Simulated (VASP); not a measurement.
**NbZr3C4 (ordered alloy cell): computed properties**

These are PBEsol GGA, VASP's PBE PAW potentials (set 64) (plane waves; VASP 6.6.1) values and carry that method's errors.

```
Item                                                                                                      Result
----------------------------------  ----------------------------------------------------------------------------
space group                                                                                            Cmmm (65)
cell                                a = 6.5281 Å, b = 9.2141 Å, c = 3.2585 Å, α = 90.00°, β = 90.00°, γ = 90.00°
volume per atom                                                                                   12.25 Å^3/atom
band gap (over mesh and band path)                                      none (metal, semimetal or under 0.01 eV)
density                                                                                               7.03 g/cm³
```

```cif
data_C8Nb2Zr6
_chemical_formula_sum 'Zr6 C8 Nb2'
_space_group_name_H-M_alt 'Cmmm'
_space_group_IT_number 65
_space_group_name_Hall '-C 2 2'
_cell_length_a 6.52808
_cell_length_b 9.21408
_cell_length_c 3.25853
_cell_angle_alpha 90.000
_cell_angle_beta 90.000
_cell_angle_gamma 90.000
loop_
_atom_site_label
_atom_site_type_symbol
_atom_site_symmetry_multiplicity
_atom_site_Wyckoff_symbol
_atom_site_fract_x
_atom_site_fract_y
_atom_site_fract_z
_atom_site_occupancy
Zr1 Zr 2 a 0.00000 0.00000 0.00000 1
Zr2 Zr 4 f 0.25000 0.25000 0.50000 1
C1 C 4 i 0.00000 0.25452 0.00000 1
C2 C 4 h 0.24153 0.50000 0.50000 1
Nb1 Nb 2 b 0.00000 0.50000 0.00000 1
```
(The calculation used a cell of 8 atoms; values per cell refer to that cell.)

The structure was generated: NbZr3C4 was put into an ordered model structure (Cmmm), which need not be its known phase. It was relaxed first. Symmetry was kept, so distortions that lower it aren't found. The electron count is odd and the run is not spin-polarised, which forces a metal.
